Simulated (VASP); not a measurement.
Consider the following.

```xyz
2
Lattice="0.0000 2.9777 2.9777 2.9777 0.0000 2.9777 2.9777 2.9777 0.0000" Properties=species:S:1:pos:R:3 pbc="T T T"
Hg     0.0000     0.0000     0.0000
S      1.4889     1.4889     1.4889
```

All values below come from rev-vdW-DF2, VASP's PBE PAW potentials (set 64) (plane waves; VASP). Numerical set-up: 520 eV cut-off, Gaussian smearing of 0.050 eV, potentials Hg S.

Question: Give the energies of bands 2 to 11 at the high-symmetry points, in eV from the Fermi level.

Answer: 
```csv
band,Γ,X,U,L,W
2,-6.78,-6.64,-6.55,-6.60,-6.47
3,-6.78,-6.22,-6.32,-6.60,-6.35
4,-6.78,-6.22,-6.15,-5.92,-6.07
5,-5.98,-5.84,-5.91,-5.92,-6.04
6,-5.98,-5.61,-5.41,-5.63,-5.31
7,-0.64,-4.64,-4.85,-5.18,-4.88
8,0.00,-2.13,-2.65,-0.88,-2.56
9,0.00,-2.13,-1.72,-0.88,-2.17
10,0.00,3.08,3.18,1.48,3.63
11,6.05,3.40,4.64,6.66,5.23
```

It has no gap at this level: it comes out as a metal or semimetal.

The compound is HgS in the zinc blende structure, metacinnabar; cinnabar is the stable form. It was relaxed first, which changed the volume by +6 %.
